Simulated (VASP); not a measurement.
# A single sheet of SnSe2: relaxation and electronic structure

Wanted: how a single sheet of SnSe2 relaxes, and what it costs to take an electron out.

Main program and level: VASP 6.6.1; LDA; plane waves and PAW (Se, Sn).

### Step 1. The starting structure

The cell holds 3 atoms: 2 Se and 1 Sn. Cell: a = 3.811 Å, b = 3.811 Å, c = 18.056 Å, α = 90.0°, β = 90.0°, γ = 120.0°. It derives from SnSe2. 1 sheet cut from a layered arrangement of the crystal. Vacuum lies along c.

Coordinates:

```
Se Sn
1.0
     3.81100    0.00000    0.00000
    -1.90550    3.30042    0.00000
     0.00000    0.00000   18.05573
Se Sn
2 1
Direct
  0.33333 0.66667 0.58462
  0.66667 0.33333 0.41538
  0.00000 0.00000 0.50000
```

### Step 2. Relaxing the slab

All atoms relax at the fixed cell.

File INCAR:

```
SYSTEM = SnSe2
PREC = Normal
ENCUT = 300
EDIFF = 1E-05
NELM = 120
ISMEAR = 0
SIGMA = 0.05
LREAL = .FALSE.
ALGO = Fast
GGA = CA
NBANDS = 14
LORBIT = 11
LWAVE = .FALSE.
LCHARG = .FALSE.
KPAR = 2
IBRION = 2
NSW = 40
ISIF = 2
EDIFFG = -0.03
POTIM = 0.4
MAXMIX = 40
IDIPOL = 3
LDIPOL = .TRUE.
DIPOL = 0.5 0.5 0.5
```

File POSCAR:

```
SnSe2
1.0
    3.8110000000      0.0000000000      0.0000000000
   -1.9055000000      3.3004228140      0.0000000000
    0.0000000000      0.0000000000     18.0557280000
Se Sn
2 1
Direct
    0.3333333330      0.6666666670      0.5846193520
    0.6666666670      0.3333333330      0.4153806480
    0.0000000000      0.0000000000      0.5000000000
```

File KPOINTS:

```
Automatic mesh
0
Gamma
9 9 1
0 0 0
```

The projector-augmented-wave data sets are Se and Sn (LDA family, release 64).

Launch:

```sh
$ mpirun -np 2 vasp_std
```

The program printed:

```text
[banner, memory and clock lines left out]
running    2 mpi-ranks, on    1 nodes
 distrk:  each k-point on    1 cores,    2 groups
 distr:  one band on    1 cores,    1 groups

 POSCAR found type information on POSCAR SeSn
 POSCAR found :  2 types and       3 ions
 LDA part: xc-table for (Slater(with rela. corr.)+CA(PZ))
 , standard interpolation
 POSCAR, INCAR and KPOINTS ok, starting setup
 FFT: planning ... GRIDC
 FFT: planning ... GRID_SOFT
 FFT: planning ... GRID
 WAVECAR not read
 entering main loop
       N       E                     dE             d eps       ncg     rms          rms(c)
DAV:   1     0.875926818799E+02    0.87593E+02   -0.38298E+03   336   0.530E+02
DAV:   2    -0.477106145374E+01   -0.92364E+02   -0.87023E+02   584   0.127E+02
DAV:   3    -0.138460781878E+02   -0.90750E+01   -0.89550E+01   432   0.479E+01
DAV:   4    -0.140358405948E+02   -0.18976E+00   -0.18949E+00   414   0.831E+00
DAV:   5    -0.140391387235E+02   -0.32981E-02   -0.32964E-02   444   0.107E+00    0.538E+00
RMM:   6    -0.137292067091E+02    0.30993E+00   -0.29033E-01   336   0.235E+00    0.327E+00
RMM:   7    -0.136644355178E+02    0.64771E-01   -0.24471E-01   336   0.223E+00    0.648E-01
RMM:   8    -0.136541506879E+02    0.10285E-01   -0.26950E-02   336   0.919E-01    0.125E-01
RMM:   9    -0.136542742655E+02   -0.12358E-03   -0.21183E-03   338   0.335E-01    0.696E-02
RMM:  10    -0.136543816326E+02   -0.10737E-03   -0.31697E-04   338   0.128E-01    0.239E-02
RMM:  11    -0.136544324824E+02   -0.50850E-04   -0.10568E-04   335   0.680E-02    0.112E-02
RMM:  12    -0.136544528958E+02   -0.20413E-04   -0.31755E-05   280   0.329E-02    0.770E-03
RMM:  13    -0.136544949904E+02   -0.42095E-04   -0.18973E-05   256   0.208E-02    0.827E-03
RMM:  14    -0.136545121050E+02   -0.17115E-04   -0.47863E-06   240   0.103E-02    0.527E-03
RMM:  15    -0.136545213356E+02   -0.92306E-05   -0.23932E-06   188   0.641E-03
   1 F= -.13654521E+02 E0= -.13654521E+02  d E =-.136545E+02
 curvature:   0.00 expect dE= 0.000E+00 dE for cont linesearch  0.000E+00
 trial: gam= 0.00000 g(F)=  0.119E-01 g(S)=  0.000E+00 ort = 0.000E+00 (trialstep = 0.100E+01)
 search vector abs. value=  0.119E-01
 bond charge predicted
       N       E                     dE             d eps       ncg     rms          rms(c)
DAV:   1    -0.136626598556E+02   -0.81478E-02   -0.37207E-01   360   0.332E+00    0.214E-01
RMM:   2    -0.136640242043E+02   -0.13643E-02   -0.17109E-02   336   0.741E-01    0.110E-01
RMM:   3    -0.136640967236E+02   -0.72519E-04   -0.18349E-03   336   0.280E-01    0.812E-02
RMM:   4    -0.136641185976E+02   -0.21874E-04   -0.35008E-04   336   0.127E-01    0.588E-02
RMM:   5    -0.136640911962E+02    0.27401E-04   -0.18807E-04   336   0.735E-02    0.193E-02
RMM:   6    -0.136640891405E+02    0.20557E-05   -0.21441E-05   252   0.322E-02
   2 F= -.13664089E+02 E0= -.13664089E+02  d E =-.956780E-02
[...]
3 F= -.13669481E+02 E0= -.13669481E+02  d E =-.149594E-01
 curvature:  -1.21 expect dE=-0.131E-03 dE for cont linesearch -0.131E-03
 ZBRENT: extrapolating
 opt :   2.5058  next Energy=   -13.669618 (dE=-0.151E-01)
 bond charge predicted
       N       E                     dE             d eps       ncg     rms          rms(c)
DAV:   1    -0.136695666998E+02   -0.92171E-04   -0.21618E-02   456   0.802E-01    0.469E-02
RMM:   2    -0.136696474684E+02   -0.80769E-04   -0.96934E-04   335   0.181E-01    0.385E-03
RMM:   3    -0.136696611282E+02   -0.13660E-04   -0.10016E-04   312   0.696E-02    0.456E-03
RMM:   4    -0.136696633751E+02   -0.22470E-05   -0.20486E-05   238   0.318E-02
   4 F= -.13669663E+02 E0= -.13669663E+02  d E =-.151420E-01
 curvature:  -1.26 expect dE=-0.896E-06 dE for cont linesearch -0.896E-06
 trial: gam=-0.00766 g(F)=  0.709E-06 g(S)=  0.000E+00 ort = 0.919E-04 (trialstep = 0.130E+01)
 search vector abs. value=  0.142E-09
 reached required accuracy - stopping structural energy minimisation
```

Elapsed: 4.8 s, on 2 MPI ranks of Intel Xeon 6975P-C (Granite Rapids), shared host; peak memory 0.28 GiB.

The logs omit lines about the potential files and the build; timing stands in the text.

From OUTCAR (step 2):

```text
ion  position               nearest neighbor table
   1  0.333  0.667  0.585-   3 2.68   3 2.68   3 2.68
   2  0.667  0.333  0.415-   3 2.68   3 2.68   3 2.68
   3  0.000  0.000  0.500-   1 2.68   2 2.68   2 2.68   1 2.68   2 2.68   1 2.68

  LATTYP: Found a hexagonal cell.
 ALAT       =     3.8110000000
 C/A-ratio  =     4.7377927053

 Subroutine GETGRP returns: Found 12 space group operations
 (whereof 12 operations were pure point group operations)

The static configuration has the point symmetry D_3d.

 Found     12 irreducible k-points:

   k-points           NKPTS =     12   k-points in BZ     NKDIM =     12   number of bands    NBANDS=     14

   dimension x,y,z NGX =    16 NGY =   16 NGZ =   80
   dimension x,y,z NGXF=    32 NGYF=   32 NGZF=  160

   ENCUT  =  300.0 eV  22.05 Ry    4.70 a.u.   5.38  5.38 25.50*2*pi/ulx,y,z

   NELECT =      16.0000    total number of electrons

 k-points in reciprocal lattice and weights: Automatic mesh
   0.00000000  0.00000000  0.00000000       0.012
   0.11111111 -0.00000000  0.00000000       0.074
   0.22222222 -0.00000000  0.00000000       0.074
   0.33333333 -0.00000000  0.00000000       0.074
   0.44444444 -0.00000000  0.00000000       0.074
   0.11111111  0.11111111  0.00000000       0.074
   0.22222222  0.11111111  0.00000000       0.148
   0.33333333  0.11111111  0.00000000       0.148
   0.44444444  0.11111111  0.00000000       0.074
   0.22222222  0.22222222  0.00000000       0.074
   0.33333333  0.22222222  0.00000000       0.148
   0.33333333  0.33333333  0.00000000       0.025

 dipolmoment           0.000000      0.000000     -0.000000 electrons x Angstroem

 average (electrostatic) potential at core
       1 -66.5556       2 -66.5556       3 -52.2977

 E-fermi :  -2.8256

 k-point     1 :       0.0000    0.0000    0.0000
  band No.  band energies     occupation
    ...
      4      -4.1867      2.00000
      5      -3.5917      2.00000
      6      -3.5917      2.00000
      7      -3.1643      2.00000
      8      -3.1642      2.00000
      9      -1.5197      0.00000
     10      -0.1245      0.00000
     11       1.4825      0.00000
     12       1.4825      0.00000
     13       2.6703      0.00000
    ...

 k-point     2 :       0.1111   -0.0000    0.0000
  band No.  band energies     occupation
    ...
      4      -4.6249      2.00000
      5      -4.1227      2.00000
      6      -3.9804      2.00000
      7      -3.8004      2.00000
      8      -3.0746      2.00000
      9      -0.9188      0.00000
     10       0.5274      0.00000
     11       1.3626      0.00000
     12       1.7781      0.00000
     13       2.8998      0.00000
    ...

 k-point     3 :       0.2222   -0.0000    0.0000
  band No.  band energies     occupation
    ...
      4      -6.0145      2.00000
      5      -4.8300      2.00000
      6      -4.5914      2.00000
      7      -3.9408      2.00000
      8      -3.1358      2.00000
      9      -1.0490      0.00000
     10       0.8808      0.00000
     11       2.3165      0.00000
     12       2.3516      0.00000
     13       3.0568      0.00000
    ...

  Total       -0.6768162     -0.6768162      0.0132467      0.0000000     -0.0000000      0.0000000
  in kB       -4.7748286     -4.7748286      0.0934532      0.0000000     -0.0000000      0.0000000
  external PRESSURE =      -3.1520680 kB  Pullay stress =       0.0000000 kB

  energy-cutoff  :      300.00
  volume of cell :      227.10
      direct lattice vectors                 reciprocal lattice vectors
     3.811000000  0.000000000  0.000000000     0.262398321  0.151495741  0.000000000
    -1.905500000  3.300422814  0.000000000     0.000000000  0.302991482  0.000000000
     0.000000000  0.000000000 18.055728000     0.000000000  0.000000000  0.055384086

 POSITION                                       TOTAL-FORCE (eV/Angst)
 -----------------------------------------------------------------------------------
     -0.00000      2.20028     10.59372         0.000000     -0.000000      0.003031
      1.90550      1.10014      7.46201        -0.000000      0.000000     -0.003031
      0.00000      0.00000      9.02786        -0.000000      0.000000      0.000000
 -----------------------------------------------------------------------------------
    total drift:                                0.000000      0.000000     -0.000000

  FREE ENERGIE OF THE ION-ELECTRON SYSTEM (eV)
  ---------------------------------------------------
  free  energy   TOTEN  =       -13.6696633751 eV

  energy  without entropy=      -13.6696633751  energy(sigma->0) =      -13.66966338

 reached required accuracy - stopping structural energy minimisation

 vacuum level on the upper side and lower side of the slab         2.999         2.999

 total charge
# of ion       s       p       d       tot
------------------------------------------
    1        1.488   2.311   0.026   3.824
    2        1.488   2.311   0.026   3.824
    3        1.283   1.560   0.325   3.168
--------------------------------------------------
tot          4.258   6.182   0.377  10.817

[... 3 further parts left out ...]
```

The gap is read on the k-mesh alone, so it is an upper bound where the band edges lie off the mesh. The data set Sn keeps the semicore shell frozen, which is cheaper and a little less accurate. The run keeps the 12 symmetry operations of its start, so it cannot find a distortion of lower symmetry.

The steps of the relaxation:

| step | energy less that of the first step (eV) | largest force (eV/Å) |
| --- | --- | --- |
| 1 | 0.0000 | 0.3929 |
| 2 | -0.0096 | 0.2342 |
| 3 | -0.0150 | 0.0375 |
| 4 | -0.0151 | 0.0030 |

The atoms that moved most (Å):

| atom | dx | dy | dz | length |
| --- | --- | --- | --- | --- |
| Se1 | 0.000 | 0.000 | 0.038 | 0.038 |
| Se2 | 0.000 | 0.000 | -0.038 | 0.038 |

Final coordinates:

```xyz
3
Lattice="3.8110 0.0000 0.0000 -1.9055 3.3004 0.0000 0.0000 0.0000 18.0557" Properties=species:S:1:pos:R:3
Se    0.0000    2.2003   10.5937
Se    1.9055    1.1001    7.4620
Sn    0.0000    0.0000    9.0279
```

This step gave:

- electronic cycles: 30
- electrons: 16
- free energy (TOTEN): -13.67 eV
- Fermi energy: -2.826 eV
- labelled metallic, from the levels on this mesh: no
- dipole moment: 0, 0, 0 e·Å
- gap on the k-mesh: 0.8062 eV
- least direct gap on the k-mesh: 1.128 eV

The run ended after 4 ionic steps, 0.015 eV below its first step, once the forces on the free atoms met EDIFFG = -0.03.

Only the dipole across the slab is computed (IDIPOL = 3); zeros along the plane are no results.

(Continued in part 2 of 2.)

[Lines on the potential files, build, host, timing and source positions are cut from VASP's logs without a mark.]

[Logs are printed without paths, hosts, clocks, repeated set-up lines and the standing remarks that a program may print on its own settings, such as how far it seeks lower states.]

[Hosts, paths, dates, database ids (printed as entryN), source tags and the programs' standing remarks are cut or masked in the printed files.]

[In band tables of VASP the shares of atoms and orbitals are scaled to a sum of 1 inside the atoms' spheres.]

[Runs that stopped without an error message from VASP are left out.]
